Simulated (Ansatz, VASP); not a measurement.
## CaCO4 in VASP and in Ansatz

```
Ca C O
1.0
     0.00000    4.65262    0.00000
     4.65262    0.00000    0.00000
     2.32631    2.32631   -5.66134
Ca C O
2 2 8
Direct
  0.87500 0.62500 0.75000
  0.12500 0.37500 0.25000
  0.37500 0.12500 0.75000
  0.62500 0.87500 0.25000
  0.20899 0.27066 0.61743
  0.77066 0.17358 0.11743
  0.67358 0.11191 0.61743
  0.61191 0.70899 0.11743
  0.79101 0.72934 0.38257
  0.22934 0.82642 0.88257
  0.32642 0.88809 0.38257
  0.38809 0.29101 0.88257
```

The cell was built by a generator and needn't be a form met in nature.

Alike in both runs: functional r2SCAN; k mesh 4 × 4 × 4; occupations methfessel-paxton of order 1, width 0.1329 eV; no spin polarisation.

Ansatz relaxed the structure, and its values are those at the end. VASP's run is a single point on that final structure, the one shown.

```csv
,VASP,Ansatz
version,VASP 6.6.1,Ansatz 0.2.0
potentials or method,"VASP PAW PBE potentials, release 64 (Ca_sv, C, O)",PAW plane waves
plane-wave cutoff (eV),520,500
valence electrons in the cell,76,76
```

```tsv
	VASP	Ansatz	Ansatz less VASP
pressure (GPa)	1.4	0.0	-1.42
rms of the force components (eV/Å)	0.106	0.000	-0.1055
```

The functional is the same, so the differences come from potentials, cutoffs and numerics.

Caveats: the k mesh is coarse (spacing up to 0.37 Å⁻¹), so the values aren't converged; the PAW data sets were made with another functional, which shifts forces and pressure a little (VASP).
